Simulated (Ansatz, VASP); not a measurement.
Code comparison for LaSi3Ru (I4mm, 5 atoms in the cell)

Self-consistent single point.

```xyz
5
Lattice="-2.1327 2.1327 4.9822 2.1327 -2.1327 4.9822 2.1327 2.1327 -4.9822" Properties=species:S:1:pos:R:3 pbc="T T T"
La     0.0000     0.0000     9.9574
Si     0.0000     0.0000     4.1625
Si     2.1327     0.0000     2.5973
Si     0.0000     2.1327     2.5973
Ru     0.0000     0.0000     6.5332
```

All programs got the same cell, k-point mesh and kind of occupations (in Ansatz's words: kpoints.mp_grid.grid = 9 9 9; scf.occupations.method = gaussian; scf.occupations.width = 0.05 eV); potentials, basis and cutoffs are each program's usual ones.

```
code                                         model  pressure (GPa)  largest force (eV/Å)   cutoff
------  ------------------------------------------  --------------  --------------------  -------
VASP    PBEsol, VASP's PBE PAW potentials (set 64)           -3.17                 0.091   300 eV
Ansatz             PBEsol, PAW files made with PBE           -3.01                 0.088  default
```

Size of the force on each atom (eV/Å): Sizes of forces hide their directions.

```csv
code,La1,Si2,Si3,Si4,Ru5
VASP,0.011,0.091,0.028,0.028,0.023
Ansatz,0.014,0.088,0.032,0.032,0.010
```

The spread over the programs that give each value: pressure within 0.16 GPa; largest force within 0.003 eV/Å.

The starting cell comes from a database of computed structures (which also holds hypothetical and non-ambient phases and stackings), without a prior relaxation at this level. On Ansatz's run: Spin polarisation is off.

### Question
Why do the programs differ, and what cannot be compared?

### Answer
Differences of this kind can come from the potentials, where these differ, and from what each basis and cutoff leave unconverged. The valence holds different numbers of electrons (VASP 37, Ansatz (a first-principles code) 39). The zero of total energies and Fermi levels follows the potentials and each program's conventions, so they are not compared here. Ansatz's pressure is given at a fixed set of plane waves, as the other plane-wave codes print theirs; with its correction for the finite basis it is -2.97 GPa.

VASP's run is marked for a possible Pulay error in its stress at this cutoff; no cutoff test was made.

Left out of this page: Quantum ESPRESSO and SIESTA (not drawn, or without a comparable value); ABINIT and FLEUR (stopped by limits of time or memory).

Keys are those of Ansatz 0.2.
